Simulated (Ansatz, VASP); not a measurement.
# Cross-check of SiNi between VASP and Ansatz

Aim: how closely do two programs agree when they are given the same cell, functional and k mesh? The cell is a member of a volume series, scaled by 0.94 from a relaxed one, so a pressure remains.

Main program and level: Ansatz 0.2.0; plane waves, with VASP 6.6.1 beside it; single point at PBEsol, DFT+U.

## 1. The starting structure

Symmetry: Pnma, No. 62, orthorhombic system. The conventional cell has a = 4.934 Å, b = 3.239 Å, c = 5.349 Å, α = 90.00°, β = 90.00°, γ = 90.00°. Nearest to Si lie 6 Ni at 2.19 to 2.30 Å. Nearest to Ni lie 6 Si at 2.19 to 2.30 Å. Farther neighbours are not listed.

## 2. VASP: single point, PBEsol, DFT+U

With cell and atoms fixed, the geometry can't cause a difference; cores, projectors, grids and the points listed under the comparison can.

Lines of VASP's logs that name or quote its potential files are left out, and so is its time.

INCAR

```
SYSTEM = SiNi
PREC = Accurate
ENCUT = 400
EDIFF = 1E-06
NELM = 100
ISMEAR = 0
SIGMA = 0.05
LREAL = .FALSE.
ALGO = Normal
GGA = PS
NBANDS = 43
ISPIN = 2
MAGMOM = 0 0 0 0 1 1 1 1
LDAU = .TRUE.
LDAUTYPE = 2
LDAUL = -1 2
LDAUU = 0 4
LDAUJ = 0 0
LDAUPRINT = 1
LASPH = .TRUE.
LMAXMIX = 4
LORBIT = 11
LWAVE = .FALSE.
LCHARG = .FALSE.
KPAR = 4
ISIF = 2
```

POSCAR

```
SiNi
1.0
    4.9337315794      0.0000000000      0.0000000000
    0.0000000000      3.2389271579      0.0000000000
    0.0000000000      0.0000000000      5.3492711698
Si Ni
4 4
Direct
    0.3197511308      0.7500000000      0.0869212313
    0.1802488692      0.2500000000      0.5869212313
    0.8197511308      0.7500000000      0.4130787687
    0.6802488692      0.2500000000      0.9130787687
    0.0098935867      0.2500000000      0.1872423958
    0.4901064133      0.7500000000      0.6872423958
    0.5098935867      0.2500000000      0.3127576042
    0.9901064133      0.7500000000      0.8127576042
```

KPOINTS

```
Automatic mesh
0
Gamma
5 7 4
0 0 0
```

Potentials, in the order of the species: Si and Ni (PBE family, release 64).

Started as:

```
$ mpirun -np 4 vasp_std
```

Numbers of over 12 decimals in the logs are rounded to 6 here.

The log of the run:

```text
[banner, memory and clock lines left out]
running    4 mpi-ranks, on    1 nodes
 distrk:  each k-point on    1 cores,    4 groups
 distr:  one band on    1 cores,    1 groups

 POSCAR found type information on POSCAR SiNi
 POSCAR found :  2 types and       8 ions
|                                                                             |
|               ----> ADVICE to this user running VASP <----                  |
|                                                                             |
|     You enforced a specific xc type in the INCAR file but a different       |
|     [... a line on the potential file left out ...]
|     I HOPE YOU KNOW WHAT YOU ARE DOING!                                     |
|                                                                             |

 LDA part: xc-table for (Slater+PW92), standard interpolation
 POSCAR, INCAR and KPOINTS ok, starting setup
 FFT: planning ... GRIDC
 FFT: planning ... GRID_SOFT
 FFT: planning ... GRID
 WAVECAR not read
 entering main loop
       N       E                     dE             d eps       ncg     rms          rms(c)
DAV:   1     0.351564591338E+03    0.35156E+03   -0.20129E+04  6192   0.132E+03
DAV:   2    -0.128934404436E+02   -0.36446E+03   -0.34237E+03  6195   0.307E+02
DAV:   3    -0.455537524664E+02   -0.32660E+02   -0.31597E+02  6830   0.110E+02
DAV:   4    -0.463923223368E+02   -0.83857E+00   -0.83479E+00  7403   0.173E+01
DAV:   5    -0.464130908621E+02   -0.20769E-01   -0.20761E-01  7345   0.248E+00    0.300E+01
DAV:   6    -0.499754983458E+02   -0.35624E+01   -0.56029E+01  7118   0.119E+02    0.232E+01
DAV:   7    -0.425742354540E+02    0.74013E+01   -0.24182E+01  7223   0.798E+01    0.663E+00
DAV:   8    -0.426008481453E+02   -0.26613E-01   -0.15243E+00  7346   0.637E+00    0.348E+00
DAV:   9    -0.425392601669E+02    0.61588E-01   -0.16717E-01  7416   0.583E+00    0.955E-01
DAV:  10    -0.425422064424E+02   -0.29463E-02   -0.20462E-02  8854   0.115E+00    0.481E-01
DAV:  11    -0.425426308234E+02   -0.42438E-03   -0.26883E-03  7168   0.417E-01    0.248E-01
DAV:  12    -0.425427706499E+02   -0.13983E-03   -0.91046E-04  8601   0.388E-01    0.142E-01
DAV:  13    -0.425428604037E+02   -0.89754E-04   -0.21997E-04  7608   0.194E-01    0.372E-02
DAV:  14    -0.425428561862E+02    0.42175E-05   -0.30999E-05  7550   0.576E-02    0.152E-02
DAV:  15    -0.425428562351E+02   -0.48952E-07   -0.55014E-06  5875   0.209E-02
   1 F= -.42542856E+02 E0= -.42542775E+02  d E =-.161788E-03  mag=    -0.0001
```

Parts of OUTCAR (step 2):

```text
ion  position               nearest neighbor table
   1  0.320  0.750  0.087-   8 2.19   7 2.23   7 2.23   5 2.29   5 2.29   6 2.30   4 2.58   4 2.58
                             3 3.02   3 3.02
   2  0.180  0.250  0.587-   7 2.19   8 2.23   8 2.23   6 2.29   6 2.29   5 2.30   3 2.58   3 2.58
                             4 3.02   4 3.02
   3  0.820  0.750  0.413-   6 2.19   5 2.23   5 2.23   7 2.29   7 2.29   8 2.30   2 2.58   2 2.58
                             1 3.02   1 3.02
   4  0.680  0.250  0.913-   5 2.19   6 2.23   6 2.23   8 2.29   8 2.29   7 2.30   1 2.58   1 2.58
                             2 3.02   2 3.02
   5  0.010  0.250  0.187-   4 2.19   3 2.23   3 2.23   1 2.29   1 2.29   2 2.30   7 2.56   7 2.56
                             8 2.58   8 2.58
   6  0.490  0.750  0.687-   3 2.19   4 2.23   4 2.23   2 2.29   2 2.29   1 2.30   8 2.56   8 2.56
                             7 2.58   7 2.58
   7  0.510  0.250  0.313-   2 2.19   1 2.23   1 2.23   3 2.29   3 2.29   4 2.30   5 2.56   5 2.56
                             6 2.58   6 2.58
   8  0.990  0.750  0.813-   1 2.19   2 2.23   2 2.23   4 2.29   4 2.29   3 2.30   6 2.56   6 2.56
                             5 2.58   5 2.58

  LATTYP: Found a simple orthorhombic cell.
 ALAT       =     3.2389271579
 B/A-ratio  =     1.5232610488
 C/A-ratio  =     1.6515564905

 Subroutine GETGRP returns: Found  8 space group operations
 (whereof  2 operations were pure point group operations)

The static configuration has the point symmetry S_2 .
 The point group associated with its full space group is D_2h.

 Found     36 irreducible k-points:

   k-points           NKPTS =     36   k-points in BZ     NKDIM =     36   number of bands    NBANDS=     43

   dimension x,y,z NGX =    32 NGY =   24 NGZ =   36
   dimension x,y,z NGXF=    64 NGYF=   48 NGZF=   72

   ENCUT  =  400.0 eV  29.40 Ry    5.42 a.u.   8.05  5.28  8.72*2*pi/ulx,y,z

   NELECT =      56.0000    total number of electrons

 k-points in reciprocal lattice and weights: Automatic mesh
   0.00000000  0.00000000  0.00000000       0.007
   0.20000000  0.00000000  0.00000000       0.014
   0.40000000  0.00000000  0.00000000       0.014
   0.00000000  0.14285714  0.00000000       0.014
   0.20000000  0.14285714  0.00000000       0.029
   0.40000000  0.14285714  0.00000000       0.029
   0.00000000  0.28571429  0.00000000       0.014
   0.20000000  0.28571429  0.00000000       0.029
   0.40000000  0.28571429  0.00000000       0.029
[...]
0.20000000  0.42857143  0.50000000       0.029
   0.40000000  0.42857143  0.50000000       0.029

atom =   5  type =  2  l = 2

 onsite density matrix

spin component  1

  0.8745  0.0235 -0.0000 -0.0000 -0.0000
  0.0235  0.8459  0.0000 -0.0000  0.0000
 -0.0000  0.0000  0.8887 -0.0169  0.0163
 -0.0000 -0.0000 -0.0169  0.8861 -0.0145
 -0.0000  0.0000  0.0163 -0.0145  0.8982

spin component  2

  0.8745  0.0235 -0.0000 -0.0000 -0.0000
  0.0235  0.8459  0.0000 -0.0000  0.0000
 -0.0000  0.0000  0.8886 -0.0169  0.0163
 -0.0000 -0.0000 -0.0169  0.8861 -0.0145
 -0.0000  0.0000  0.0163 -0.0145  0.8981

 occupancies and eigenvectors

  o =  0.8326  v =  0.0000  0.0000  0.0000  0.0000  0.0000 -0.4899  0.8718 -0.0000 -0.0000 -0.0000      0.0000  0.0000  0.0000  0.0000  0.0000  0.0000  0.0000  0.0000  0.0000  0.0000
  o =  0.8327  v = -0.4901  0.8717 -0.0000 -0.0000 -0.0000  0.0000  0.0000  0.0000  0.0000  0.0000      0.0000  0.0000  0.0000  0.0000  0.0000  0.0000  0.0000  0.0000  0.0000  0.0000
  o =  0.8704  v =  0.0000  0.0000  0.0000  0.0000  0.0000  0.0000 -0.0000 -0.6962 -0.7170  0.0345      0.0000  0.0000  0.0000  0.0000  0.0000  0.0000  0.0000  0.0000  0.0000  0.0000
[...]
o =  0.8704  v =  0.0000 -0.0000 -0.6954 -0.7178  0.0331  0.0000  0.0000  0.0000  0.0000  0.0000      0.0000  0.0000  0.0000  0.0000  0.0000  0.0000  0.0000  0.0000  0.0000  0.0000
  o =  0.8792  v =  0.0000  0.0000  0.0000  0.0000  0.0000  0.0000 -0.0000 -0.4525  0.4756  0.7543      0.0000  0.0000  0.0000  0.0000  0.0000  0.0000  0.0000  0.0000  0.0000  0.0000
  o =  0.8792  v =  0.0000 -0.0000 -0.4537  0.4744  0.7544  0.0000  0.0000  0.0000  0.0000  0.0000      0.0000  0.0000  0.0000  0.0000  0.0000  0.0000  0.0000  0.0000  0.0000  0.0000
  o =  0.8878  v =  0.0000  0.0000  0.0000  0.0000  0.0000 -0.8718 -0.4899  0.0000  0.0000 -0.0000      0.0000  0.0000  0.0000  0.0000  0.0000  0.0000  0.0000  0.0000  0.0000  0.0000
  o =  0.8878  v = -0.8717 -0.4901  0.0000  0.0000 -0.0000  0.0000  0.0000  0.0000  0.0000  0.0000      0.0000  0.0000  0.0000  0.0000  0.0000  0.0000  0.0000  0.0000  0.0000  0.0000
  o =  0.9233  v =  0.0000  0.0000  0.0000  0.0000  0.0000  0.0000  0.0000  0.5573 -0.5095  0.6556      0.0000  0.0000  0.0000  0.0000  0.0000  0.0000  0.0000  0.0000  0.0000  0.0000
  o =  0.9233  v =  0.0000  0.0000  0.5573 -0.5096  0.6556  0.0000  0.0000  0.0000  0.0000  0.0000      0.0000  0.0000  0.0000  0.0000  0.0000  0.0000  0.0000  0.0000  0.0000  0.0000

 average (electrostatic) potential at core
       1 -77.4953       2 -77.4953       3 -77.4953       4 -77.4953       5 -79.1836
       6 -79.1836       7 -79.1836       8 -79.1836

 E-fermi :  11.8761

 spin component 1
 k-point     1 :       0.0000    0.0000    0.0000
  band No.  band energies     occupation
    ...
     24       9.1197      1.00000
     25       9.7775      1.00000
     26      10.3567      1.00000
     27      10.6453      1.00000
     28      10.7770      1.00000
     29      12.6154      0.00000
     30      13.4850      0.00000
     31      15.6661      0.00000
     32      16.2449      0.00000
     33      16.3274      0.00000
    ...

 k-point     2 :       0.2000    0.0000    0.0000
  band No.  band energies     occupation
    ...
     24       9.1902      1.00000
     25       9.5321      1.00000
     26      10.0002      1.00000
     27      10.8216      1.00000
     28      11.3068      1.00000
     29      13.8500      0.00000
     30      14.0292      0.00000
     31      15.1656      0.00000
     32      16.2815      0.00000
     33      16.5928      0.00000
    ...

 k-point     3 :       0.4000    0.0000    0.0000
  band No.  band energies     occupation
    ...
     22       8.9110      1.00000
     23       9.1557      1.00000
     24       9.2001      1.00000
     25       9.2383      1.00000
     26       9.4196      1.00000
     27      12.1841      0.00000
     28      12.4665      0.00000
     29      13.8697      0.00000
     30      14.1209      0.00000
     31      16.0962      0.00000
    ...

 k-point     4 :       0.0000    0.1429    0.0000
  band No.  band energies     occupation
    ...
     24       9.2522      1.00000
     25       9.9092      1.00000
     26      10.2708      1.00000
     27      10.3859      1.00000
     28      10.8189      1.00000
     29      12.5769      0.00000
     30      13.6366      0.00000
     31      13.8019      0.00000
     32      14.7371      0.00000
     33      16.0579      0.00000
    ...

 k-point     5 :       0.2000    0.1429    0.0000
  band No.  band energies     occupation
    ...
     24       9.3082      1.00000
     25      10.0129      1.00000
     26      10.0340      1.00000
     27      10.3354      1.00000
     28      10.9006      1.00000
     29      13.1327      0.00000
     30      14.1149      0.00000
     31      14.2236      0.00000
     32      14.9950      0.00000
     33      15.5959      0.00000
    ...

 k-point     6 :       0.4000    0.1429    0.0000
  band No.  band energies     occupation
    ...
     23       9.1066      1.00000
     24       9.3035      1.00000
     25       9.5168      1.00000
     26       9.6999      1.00000
     27      11.2030      1.00000
     28      12.1705      0.00000
     29      12.4256      0.00000
     30      14.3759      0.00000
     31      15.4856      0.00000
     32      15.5736      0.00000
    ...

  Total        7.7960437      7.4973903      7.3395283     -0.0000000      0.0000000      0.0000000
  in kB      146.1213032    140.5236398    137.5648304     -0.0000000      0.0000000      0.0000000
  external PRESSURE =     141.4032578 kB  Pullay stress =       0.0000000 kB

  energy-cutoff  :      400.00
  volume of cell :       85.48
      direct lattice vectors                 reciprocal lattice vectors
     4.933731579  0.000000000  0.000000000     0.202686341  0.000000000  0.000000000
     0.000000000  3.238927158  0.000000000     0.000000000  0.308744208  0.000000000
     0.000000000  0.000000000  5.349271170     0.000000000  0.000000000  0.186941355

 POSITION                                       TOTAL-FORCE (eV/Angst)
 -----------------------------------------------------------------------------------
      1.57757      2.42920      0.46497         0.098159     -0.000000      0.072095
      0.88930      0.80973      3.13960        -0.098159     -0.000000      0.072095
      4.04443      2.42920      2.20967         0.098159     -0.000000     -0.072095
      3.35617      0.80973      4.88431        -0.098159     -0.000000     -0.072095
      0.04881      0.80973      1.00161         0.112064     -0.000000     -0.151310
      2.41805      2.42920      3.67625        -0.112064      0.000000     -0.151310
      2.51568      0.80973      1.67303         0.112064      0.000000      0.151310
      4.88492      2.42920      4.34766        -0.112064      0.000000      0.151310
 -----------------------------------------------------------------------------------
    total drift:                                0.000000     -0.000000      0.000000

  FREE ENERGIE OF THE ION-ELECTRON SYSTEM (eV)
  ---------------------------------------------------
  free  energy   TOTEN  =       -42.5428562351 eV

  energy  without entropy=      -42.5426944473  energy(sigma->0) =      -42.54277534

 total charge
# of ion       s       p       d       tot
------------------------------------------
    1        0.765   0.907   0.000   1.671
    2        0.765   0.907   0.000   1.671
    3        0.765   0.907   0.000   1.671
    4        0.765   0.907   0.000   1.671
    5        0.552   0.762   8.746  10.060
    6        0.552   0.762   8.746  10.060
    7        0.552   0.762   8.746  10.060
    8        0.552   0.762   8.746  10.060
--------------------------------------------------
tot          5.264   6.676  34.983  46.923

 magnetization (x)
# of ion       s       p       d       tot
------------------------------------------
    1        0.000  -0.000   0.000  -0.000
    2        0.000  -0.000   0.000  -0.000
    3        0.000  -0.000   0.000  -0.000
    4        0.000  -0.000   0.000  -0.000
    5       -0.000  -0.000   0.000   0.000
    6       -0.000  -0.000   0.000   0.000
    7       -0.000  -0.000   0.000   0.000
    8       -0.000  -0.000   0.000   0.000
--------------------------------------------------
tot         -0.000  -0.000   0.000   0.000

[... 6 further parts left out ...]
```

The moments of the start collapse, so the state is non-magnetic; other starts or orders were not tried. The k-mesh is coarse for a metal. A U on the itinerant d states of such a compound is hard to justify; it moves the bands at the Fermi level. The PAW data sets were made with PBE, which is usual practice but a small mismatch for other functionals. The scan keeps the cell's shape and the fractional positions fixed.

(Part 1 of 3 ends here.)

[Lines on the potential files, build, host, timing and source positions are cut from VASP's logs without a mark.]

[Logs are printed without paths, hosts, clocks, repeated set-up lines and the standing remarks that a program may print on its own settings, such as how far it seeks lower states.]

[Hosts, paths, dates, database ids (printed as entryN), source tags and the programs' standing remarks are cut or masked in the printed files.]
